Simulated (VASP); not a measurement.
```xyz
3
Lattice="2.2466 -3.8911 0.0000 2.2466 3.8911 0.0000 0.0000 0.0000 5.0580" Properties=species:S:1:pos:R:3 pbc="T T T"
Se     0.4952     0.8577     3.3720
Se     3.5027     0.0000     0.0000
Se     0.4952    -0.8577     1.6860
```

Computed with PBE GGA, VASP's PBE PAW potentials (set 64) (plane waves; VASP). Numerical set-up: 350 eV cut-off, Gaussian smearing of 0.050 eV, potentials Se.

Without a dispersion term in the relaxation, distances and binding between the weakly bound layers, chains or molecules are unreliable, and so is what depends on them.

Problem. Give the energies of bands 4 to 12 at the high-symmetry points, in eV from the valence-band maximum.

Solution. 
```
band      Γ      M      K      A      L      H
----  -----  -----  -----  -----  -----  -----
4     -3.70  -4.76  -4.63  -4.65  -5.46  -5.36
5     -3.70  -4.40  -4.63  -3.20  -4.14  -4.51
6     -3.43  -3.11  -2.57  -3.20  -3.96  -4.51
7     -1.84  -2.62  -2.57  -1.33  -1.61  -0.89
8     -1.84  -1.68  -2.50  -1.33  -1.16  -0.21
9     -0.32  -0.88  -1.34  -0.98   0.00  -0.21
10     1.89   1.97   2.92   1.31   1.52   0.98
11     1.89   2.39   2.92   1.36   2.65   2.71
12     2.28   3.86   3.58   1.36   2.91   2.71
```

The gap is indirect, 0.98 eV, from the valence maximum at L to the conduction minimum at H.

The compound is Se in the trig structure. It was relaxed first, which changed the volume by +8 %.
